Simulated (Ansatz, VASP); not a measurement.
One calculation of Be3Ga, two programs

File INCAR:

```
ALGO = Normal
EDIFF = 1E-7
ENCUT = 520
GGA = PE
ISIF = 2
ISMEAR = 0
LASPH = True
LCHARG = False
LREAL = False
LWAVE = False
NBANDS = 18
NELM = 60
PREC = Accurate
SIGMA = 0.1
```

KPOINTS

```
k-points
0
Gamma
  6 6 6
```

The input POSCAR:

```
Be3Ga
1.0
    3.3897395290      0.0000000000      0.0000000000
    0.0000000000      3.3897395290      0.0000000000
    0.0000000000      0.0000000000      3.3548977378
Be Ga
3 1
Direct
    0.0000000000      0.5000000000      0.5000000000
    0.5000000000      0.0000000000      0.5000000000
    0.5000000000      0.5000000000      0.0000000000
    0.0000000000      0.0000000000      0.0000000000
```

Input for Ansatz:

```yaml
crystal:
  lattice:
    - [3.389739529, 0.0, 0.0]
    - [0.0, 3.389739529, 0.0]
    - [0.0, 0.0, 3.3548977378]
  atoms:
    - { symbol: Be, position: [0.0, 0.5, 0.5] }
    - { symbol: Be, position: [0.5, 0.0, 0.5] }
    - { symbol: Be, position: [0.5, 0.5, 0.0] }
    - { symbol: Ga, position: [0.0, 0.0, 0.0] }
basis:
  ecutwfc: 420
kpoints:
  mp_grid: { grid: [6, 6, 6] }
hamiltonian:
  xc: pbe
scf:
  occupations: { method: gaussian, width: 0.1 }
  lower_state_search: "off"
output:
  forces: true
  stress: true
  eigenvalues: true
```

Alike in both runs: task single point; functional PBE; k mesh 6 × 6 × 6; occupations gaussian, width 0.1 eV; no spin polarisation.

|  | VASP | Ansatz |
| --- | --- | --- |
| version | VASP 6.6.1 | Ansatz 0.2.0 |
| potentials or method | VASP PAW PBE potentials, release 64 (Be, Ga_d) | scalar-relativistic, plane waves, PAW |
| plane-wave cutoff (eV) | 520 | 420 |
| valence electrons in the cell | 19 | 19 |

|  | VASP | Ansatz | Ansatz less VASP |
| --- | --- | --- | --- |
| gap on the k mesh at the Fermi level (eV) | none | none | - |
| pressure (GPa) | 11.4 | 11.2 | -0.19 |
| largest component of the traceless stress (GPa) | 1.54 | 1.53 | -0.010 |

A gap of «none» marks a metal or a gap that the smearing closes.
